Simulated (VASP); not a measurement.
Here is the system:

```xyz
2
Lattice="0.0000 2.4888 2.4888 2.4888 0.0000 2.4888 2.4888 2.4888 0.0000" Properties=species:S:1:pos:R:3 pbc="T T T"
Y      0.0000     0.0000     0.0000
N      2.4888     2.4888     2.4888
```

Method: PBE GGA, VASP's PBE PAW potentials (set 64) (plane waves; VASP). Settings: 520 eV cut-off, 8×8×8 Γ-centred mesh, Fermi-Dirac smearing of 0.20 eV, potentials Y_sv N.

Problem. What does the run give for the energy per atom (σ→0), pressure, band gap (on the k-mesh) with the smallest direct gap where there is one?

Solution. 
```json
{
 "band gap (on the k-mesh)": "none (metal, semimetal or under 0.01 eV)",
 "energy per atom (σ→0)": "-9.098 eV/atom",
 "pressure": "-6.49 GPa"
}
```

Only differences to runs with the same potentials and settings are physical.

The compound is YN in the rock salt structure. The cell was not relaxed at this level. The run is one of a series of settings (ISMEAR = -1, SIGMA = 0.2 against the base run), some of them coarse on purpose.
